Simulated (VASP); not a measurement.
OSZICAR of a VASP run on CuP (a trial cell in the CrB structure, space group Cmcm):

OSZICAR:
```
       N       E                     dE             d eps       ncg     rms          rms(c)
DAV:   1     0.237368503216E+03    0.23737E+03   -0.18301E+04  1560   0.269E+03
DAV:   2     0.425509924619E+00   -0.23694E+03   -0.23037E+03  1560   0.406E+02
DAV:   3    -0.165406560218E+02   -0.16966E+02   -0.15572E+02  1972   0.132E+02
DAV:   4    -0.176137693022E+02   -0.10731E+01   -0.10376E+01  2356   0.274E+01
DAV:   5    -0.176443909985E+02   -0.30622E-01   -0.30588E-01  2212   0.444E+00    0.116E+01
DAV:   6    -0.194409135256E+02   -0.17965E+01   -0.41644E+01  1952   0.165E+02    0.117E+01
DAV:   7    -0.159780673744E+02    0.34628E+01   -0.11074E+01  1856   0.955E+01    0.345E+00
DAV:   8    -0.158543132757E+02    0.12375E+00   -0.21453E+00  2472   0.273E+01    0.679E-01
DAV:   9    -0.158638006866E+02   -0.94874E-02   -0.13741E-01  1816   0.282E+00    0.507E-01
DAV:  10    -0.158593077742E+02    0.44929E-02   -0.12911E-02  2476   0.222E+00    0.186E-01
DAV:  11    -0.158589069479E+02    0.40083E-03   -0.26775E-03  2476   0.745E-01    0.656E-02
DAV:  12    -0.158588883278E+02    0.18620E-04   -0.56579E-04  2188   0.614E-01    0.412E-02
DAV:  13    -0.158588680698E+02    0.20258E-04   -0.15332E-04  2428   0.282E-01    0.324E-03
DAV:  14    -0.158588690938E+02   -0.10239E-05   -0.29379E-06  1588   0.276E-02    0.474E-03
DAV:  15    -0.158588689413E+02    0.15242E-06   -0.23389E-06  1196   0.378E-02
   1 F= -.15858869E+02 E0= -.15857519E+02  d E =-.270007E-02
```

Q: Which electronic solver shows in the log?

A: It is blocked Davidson (ALGO = Normal, or the opening steps of other solvers). The INCAR had ALGO = Normal.

Q: Can the final energy be trusted as converged?

A: The calculation finished and met its thresholds. It stopped with EDIFF = 1E-6, NELM = 100 (PBE GGA, plane waves, VASP's PBE PAW potentials (set 64)).

The structure was generated: CuP was put into the CrB type (Cmcm), which need not be its known phase. The cell was not relaxed at this level. The k-mesh is coarse (spacing up to 0.33 per Å, 2π included), so the numbers may not be converged in it. The run is one of a series of settings (ENCUT = 800, POTCAR P_h Cu (PBE.64 set) against the base run), some of them coarse on purpose.
